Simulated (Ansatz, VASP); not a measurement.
# In2S: VASP beside Ansatz

One calculation is typed for both programs; each brings its own data sets. How far apart do they land? The cell is generated by rule, not measured, and may not be a known phase. The cell is taken from a series of runs on this material, whose earlier steps may have relaxed, scaled, displaced or heated it; both programs get it as it stands.

Method: plane waves, with VASP 6.6.1 beside it; zone-centre phonons at PBEsol, in Ansatz 0.2.0.

The structure was built from a prototype and need not be the compound's stable phase.

## 1. Starting point

The structure is orthorhombic, space group Pmmn (No. 59). Conventional cell: a = 3.652 Å, b = 6.750 Å, c = 6.243 Å, α = 90.00°, β = 90.00°, γ = 90.00°. Nearest to S lie 6 In at 2.79 to 2.89 Å. In has 3 S at 2.79 to 2.89 Å nearest. Farther neighbours and most contacts between anions are not listed.

As a file:

```cif
data_structure
_symmetry_space_group_name_H-M 'Pmmn:1'
_symmetry_Int_Tables_number 59
_cell_length_a 3.6521
_cell_length_b 6.7497
_cell_length_c 6.2430
_cell_angle_alpha 90.000
_cell_angle_beta 90.000
_cell_angle_gamma 90.000
_cell_volume 153.89
loop_
_atom_site_label
_atom_site_type_symbol
_atom_site_symmetry_multiplicity
_atom_site_Wyckoff_symbol
_atom_site_fract_x
_atom_site_fract_y
_atom_site_fract_z
_atom_site_occupancy
S1 S 2 b 0.00000 0.50000 0.10237 1
In1 In 4 e 0.50000 0.76414 0.28425 1
```

## 2. Ansatz: zone-centre phonons, PBEsol

Ansatz runs on its default PAW (the set named soft_2) files.

Second derivatives magnify differences that forces hide, and they need a tight electronic threshold.

Contents of input.yaml:

```yaml
crystal:
  lattice:
    - [3.6520687148, 0.0, 0.0]
    - [0.0, 6.7497349414, 0.0]
    - [0.0, 0.0, 6.2430235818]
  atoms:
    - { symbol: S, position: [0.0, 0.5, 0.1023740454] }
    - { symbol: S, position: [0.5, 0.0, 0.8976259546] }
    - { symbol: In, position: [0.5, 0.7641417877, 0.2842544364] }
    - { symbol: In, position: [0.0, 0.2641417877, 0.7157455636] }
    - { symbol: In, position: [0.5, 0.2358582123, 0.2842544364] }
    - { symbol: In, position: [0.0, 0.7358582123, 0.7157455636] }
kpoints:
  mp_grid: { grid: [8, 6, 6] }
hamiltonian:
  xc: pbesol
scf:
  occupations: { method: methfessel_paxton, width: 0.15 }
output:
  eigenvalues: true
phonons:
  method: dfpt
```

The run is started by

```console
$ ansatz run input.yaml --threads 4 --pin off --max-ram 7168MiB --backend cpu --events-out ev --progress --plain --runs-dir out
```

Numbers of over 12 decimals in the logs are rounded to 6 here.

Output:

```text
zone centre: on kpoints.mp_grid the ground state, and the responses unless they are solved on pairs of k-points, stand on 100 of the mesh's 288 k-points, reduced under 2 symmetry operations, with k and −k counted as one. Each operation leaves every solved displacement unchanged or reverses it
Engine: ansatz 0.2.0, x86_64-unknown-linux-gnu
Pseudopotentials: kind: paw
Pseudopotential: S, paw, valence charge 6, recommended cutoff 420 eV (normal), S.paw.azcp
Pseudopotential: In, paw, valence charge 13, recommended cutoff 420 eV (normal), In.paw.azcp
Functional definition: PBEsol
  exchange = pbesol_x
  correlation = pbesol_c
Crystal: 6 atoms, lattice volume = 153.894 Å³
Basis set: ecut = 420 eV, 2999 PW (Γ), exchange–correlation on 60×96×90 points (8 copies of the dense FFT grid, shifted against one another)
Bands: 39, of which v1, the nominal top of the filled ones, is band 32 counted from 1 (31 counted from 0)
Symmetry: 8 space group operations
k-points: 100 of 288 (irreducible under 2 space group operations, time reversal used)
Non-local potential: S, projectors of the file, l = 0: 2, l = 1: 2, l = 2: 2
Non-local potential: In, projectors of the file, l = 0: 2, l = 1: 2, l = 2: 2, l = 3: 2
PAW form: soft (Blöchl's): semilocal exchange-correlation on the pseudo side does not see the compensation charge
PAW frozen core: S, regenerated for the run's functional, and the local potential with it (the file was generated under x = pbe(κ = 0.804, μ = 0.219515), c = pbe(β = 0.066725))
PAW frozen core: In, regenerated for the run's functional, and the local potential with it (the file was generated under x = pbe(κ = 0.804, μ = 0.219515), c = pbe(β = 0.066725))
PAW one-centre angular grid: S, 110 points (default); XC on 64 Gauss nodes
PAW one-centre angular grid: In, 590 points (default); XC on 64 Gauss nodes
Initial density: superposition of atomic densities (neutral atoms: chi_scale 0, normalization atom), corrected by the library's trained network
Initial wavefunctions: pseudopotential atomic-orbital guess
Functional: x = pbesol(κ = 0.804, μ = 0.123457), c = pbesol(β = 0.046)
SCF iter   1: F=—  HF=-23872.835567 eV  |F-HF|=—  |Δ(HF+E_count)|=         —  Δρ=3.99e-3  dr2=3.07e-2  ethr=1.77e-3  ⟨swp⟩=6.8  Hψ=16159  notcnv=0
preconditioner: auto → Kerker (q_TF=auto, 2.357 Å⁻¹)  [metal: Δε(μ)=0.016 eV  Ē_g=13.495 eV  σ=0.150 eV  W_gap=0.09  n_scr=38 (ndim 8)  ℏωp=23.9 eV  f_vac=0.000  D(μ)=1.15/eV (n_scr^D=4)]
SCF iter   2: F=—  HF=-23872.826262 eV  |F-HF|=—  |Δ(HF+E_count)|=   9.30e-3  S|Δr|=    0.00e0  Δρ=1.93e-3  dr2=7.96e-3  ethr=4.80e-5  ⟨swp⟩=1.7  Hψ=6504  notcnv=0
SCF iter   3: F=—  HF=-23872.824557 eV  |F-HF|=—  |Δ(HF+E_count)|=   1.70e-3  S|Δr|=    0.00e0  Δρ=4.67e-4  dr2=9.16e-4  ethr=1.24e-5  ⟨swp⟩=2.7  Hψ=6988  notcnv=0
SCF iter   4: F=—  HF=-23872.824490 eV  |F-HF|=—  |Δ(HF+E_count)|=   6.77e-5  S|Δr|=    0.00e0  Δρ=2.34e-4  dr2=2.01e-4  ethr=1.43e-6  ⟨swp⟩=2.9  Hψ=6967  notcnv=0
SCF iter   5: F=—  HF=-23872.824449 eV  |F-HF|=—  |Δ(HF+E_count)|=   4.03e-5  S|Δr|=    0.00e0  Δρ=8.59e-5  dr2=3.52e-5  ethr=3.14e-7  ⟨swp⟩=2.9  Hψ=6958  notcnv=0
SCF iter   6: F=—  HF=-23872.824440 eV  |F-HF|=—  |Δ(HF+E_count)|=   8.96e-6  S|Δr|=    0.00e0  Δρ=2.49e-5  dr2=1.34e-6  ethr=5.49e-8  ⟨swp⟩=2.2  Hψ=5016  notcnv=0
SCF iter   7: F=—  HF=-23872.824444 eV  |F-HF|=—  |Δ(HF+E_count)|=   3.92e-6  S|Δr|=    0.00e0  Δρ=5.68e-6  dr2=7.86e-8  ethr=2.09e-9  ⟨swp⟩=2.7  Hψ=6569  notcnv=0
SCF iter   8: F=—  HF=-23872.824444 eV  |F-HF|=—  |Δ(HF+E_count)|=   2.49e-8  S|Δr|=    0.00e0  Δρ=1.51e-6  dr2=6.23e-9  ethr=1.23e-10  ⟨swp⟩=2.0  Hψ=4730  notcnv=0
SCF iter   9: F=—  HF=-23872.824444 eV  |F-HF|=—  |Δ(HF+E_count)|=  3.42e-10  S|Δr|=    0.00e0  Δρ=4.94e-7  dr2=7.20e-10  ethr=9.73e-12  ⟨swp⟩=3.0  Hψ=7083  notcnv=0
SCF iter  10: F=—  HF=-23872.824444 eV  |F-HF|=—  |Δ(HF+E_count)|=  1.09e-10  S|Δr|=    0.00e0  Δρ=1.57e-7  dr2=6.44e-11  ethr=1.12e-12  ⟨swp⟩=2.8  Hψ=6879  notcnv=0
SCF iter  11: F=-23872.824444 eV  HF=-23872.824444 eV  |F-HF|=0.00e0  |Δ(HF+E_count)|=  7.28e-12  S|Δr|=    0.00e0  Δρ=6.15e-8  dr2=9.07e-12  ethr=1.00e-12  ⟨swp⟩=9.9  Hψ=19423  notcnv=0
SCF 1 converged in 11 iterations: F = -23872.824444 eV  dr2 = 9.07e-12
  greatest PAW one-centre occupation: 0.983 electrons in one spin orbital (limit 2), on the In atom at site 5 (counted from 0), in its partial waves of l = 2
DFPT response loops at Γ: preconditioner auto → Kerker (q_TF=auto, 2.357 Å⁻¹) (partly filled bands, converged f_vac=0.000); β = 1.00, the filter's whole step (`scf.mixing.beta` (0.50) is not read by the response loops under this deck's `scf.mixing.preconditioner`; to damp them name `kerker` or `kerker_dos`, under which they read `scf.mixing.beta`, and type it under 1.00, their step now; both keys bind the ground state too); Broyden in place of MSR1
SCF converged after 11 iterations
Stability not checked: this state was not tested for a lower state beside it, because cold or Methfessel-Paxton smearing, or corrected tetrahedra, fill the levels in a way that the test cannot read (fill_not_monotonic; see scf.lower_state_search)
Free energy (F): -23872.824444 eV
Harris-Foulkes:  -23872.824444 eV  (|F-HF|=0.00e0)
Internal energy: -23872.826627 eV  (E = F + TS)
E sigma→0 (E₀):  -23872.824990 eV
Entropy (-TS):   0.002183 eV (0.364 meV/atom)
Fermi energy:    8.333498 eV
--- Per-component energies (eV) ---
  E_band       = -170.243111
  E_kinetic    = 1176.560838
  E_local      = -4984.566327  (includes V_loc(G=0)·N_el)
  E_nonlocal   = 1528.563191
  E_hartree    = 1942.760232
  E_xc         = -1048.125761
  E_vxc        = -575.667354  (∫ρ·V_xc dr)
  E_paw        = -17491.847146  (= ΣΔE_a)
  E_vpaw       = -1200.654048  (= ΣTr[D̂ρ^β])
  E_aug_tail   = 0.000104  (compensation charges beyond the density's cutoff)
  E_ewald      = -4997.239266
  E_core_change = 1.067509  (= ΣΔE_core)
  E_smearing   = 0.002183  (= −TS)
  E_closure    = 0.000000  (closes the sum)
  Σ components = -23872.824444   (vs F -23872.824444, Δ=0.00e0)
--- Band table (eV; the first three rows and the last of 100) ---
  k-point 0: bands = [... 28 lower, 6.0183, 6.3880, 6.6557, 7.8392, 9.5256, 9.6225, 11.5178, 12.5962, ... 3 higher]
  k-point 1: bands = [... 28 lower, 6.0768, 6.6442, 6.7221, 8.1762, 8.6650, 10.2423, 11.1575, 12.4413, ... 3 higher]
  k-point 2: bands = [... 28 lower, 6.4444, 6.6177, 6.9596, 8.1344, 9.1914, 10.1149, 10.8172, 12.0209, ... 3 higher]
  k-point 99: bands = [... 28 lower, 6.7554, 6.7554, 6.9028, 6.9028, 8.5059, 8.5059, 10.9836, 10.9836, ... 3 higher]
--- Phonons (Γ-DFPT): 6 representative perturbations + reference, on 100 of 288 k-points (Σ response iterations 18) ---
  k mesh reduced under 2 symmetry operations, with k and −k counted as one. Each operation leaves every solved displacement unchanged or reverses it
  ASR residual: 2.903e-5 → 0.000e0 eV/Å²; symmetrization residual: 6.244e-6 eV/Å²
  ASR residual per site (eV/Å²): 2.90e-5 2.90e-5 2.12e-5 2.12e-5 2.12e-5 2.12e-5
  Γ frequencies (cm⁻¹): 0.00 0.00 0.00 21.06 32.28 43.84 48.68 67.72 88.46 90.71 102.54 116.30 119.57 134.44 138.92 149.65 173.55 176.19
  non-analytic LO–TO correction: not included (Born effective charges unavailable; polar crystals: no LO–TO splitting at Γ)
```

[end of part 1 of 3]

[Lines on the potential files, build, host, timing and source positions are cut from VASP's logs without a mark.]

[Logs are printed without paths, hosts, clocks, repeated set-up lines and the standing remarks that a program may print on its own settings, such as how far it seeks lower states.]

[Hosts, paths, dates, database ids (printed as entryN), source tags and the programs' standing remarks are cut or masked in the printed files.]
